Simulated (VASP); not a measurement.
Level of theory: LDA (Ceperley-Alder, Perdew-Zunger), VASP's LDA PAW potentials (set 64) (plane waves; VASP).

VASP ran on this input.

File KPOINTS:
```
Automatic mesh
0
Gamma
9 9 9
0 0 0
```

**INCAR**
```
# general
SYSTEM   =  Sb
PREC     =  Accurate
ENCUT    =  400   # plane-wave cut-off (eV)
LREAL    =  .FALSE.   # projection in real space or not
LASPH    =  .TRUE.

# electronic loop
EDIFF    =  1E-6
NELM     =  100   # most electronic steps
ALGO     =  Normal
LMAXMIX  =  4   # l cut-off of mixed one-centre charges

# smearing
ISMEAR   =  1
SIGMA    =  0.1   # width (eV)

# ions
IBRION   =  2
NSW      =  60
ISIF     =  3   # ions, shape and volume
EDIFFG   =  -0.01

# output
LWAVE    =  .FALSE.
LCHARG   =  .FALSE.
```

File POSCAR:
```
Sb
1.0
  3.8651762534  -2.1504290574  -0.0277448413
  3.8651762534   2.1504290574  -0.0277448413
  2.6941434062   0.0000000000   3.5080325267
Sb
2
Cartesian
  2.4605930272   0.0000000000   0.8149365609
  7.9639028858   0.0000000000   2.6376062832
```

POTCAR, in this order: Sb (LDA.64 set). Program: vasp_std.

What will the output report for the number of irreducible k-points (NKPTS), number of bands (NBANDS), largest plane-wave count, number of space-group operations, FFT grid (NGX, NGY, NGZ)?

```json
{
 "number of irreducible k-points (NKPTS)": "85",
 "number of bands (NBANDS)": "9",
 "largest_plane_wave_count": "1075",
 "number_of_space_group_operations": "12",
 "FFT grid (NGX, NGY, NGZ)": "30 × 30 × 30"
}
```

The compound is Sb in the a7 structure. It was relaxed first. The start is the result of an earlier pass.
